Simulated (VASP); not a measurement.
Data:

```
CdZnSe2
1.0
    4.12189     0.00000     0.00000
    0.00000     4.12189     0.00000
    0.00000     0.00000     5.90574
Zn Cd Se
1 1 2
Direct
  0.50000   0.50000   0.50000
  0.00000   0.00000   0.00000
  0.00000   0.50000   0.72628
  0.50000   0.00000   0.27372
```

Level of theory: PBEsol GGA, VASP's PBE PAW potentials (set 64) (plane waves; VASP). Run with 400 eV cut-off, 6×6×4 Γ-centred mesh, tetrahedra with Blöchl corrections, potentials Zn Cd Se.

Task: Estimate the energy per atom (σ→0), band gap (on the k-mesh) with the smallest direct gap where there is one.

Result: 
```
Item                                          Value
-----------------------------------  --------------
band gap (on the k-mesh)                    0.73 eV
smallest direct gap (on the k-mesh)         0.73 eV
energy per atom (σ→0)                -3.223 eV/atom
```

Only differences to runs with the same potentials and settings are physical.

The structure comes from a computed database's ZnCdSe2 entry (P-4m2); how it stands against other phases isn't given here. It was relaxed first.
